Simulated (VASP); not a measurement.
Consider the following.

```
CELL_PARAMETERS angstrom
      4.23478     0.00000     0.00000
      0.00000     4.23478     0.00000
      0.00000     0.00000     4.23478
ATOMIC_POSITIONS crystal
  Cs 0.00000 0.00000 0.00000
  Br 0.50000 0.50000 0.50000
```

The numbers are results of LDA (Ceperley-Alder, Perdew-Zunger), VASP's LDA PAW potentials (set 64) (plane waves; VASP), not measurements. Settings: 300 eV cut-off, 8×8×8 Γ-centred mesh, Gaussian smearing of 0.010 eV, potentials Cs_sv Br.

At this cut-off the stress carries a Pulay error, which pulls relaxed volumes low. Unless said otherwise, spin-orbit coupling is left out, though it shifts the bands of the heavy elements here.

### Question
Predict the energy per atom (σ→0), pressure, band gap (on the k-mesh) with the smallest direct gap where there is one.

### Answer

The band gap (on the k-mesh) is 4.28 eV and the smallest direct gap (on the k-mesh) is 4.28 eV. The energy per atom (σ→0) is -3.388 eV/atom and the pressure is -1.17 GPa.

The structure comes from a computed database's CsBr entry; how it stands against other phases isn't given here. The cell was not relaxed at this level.
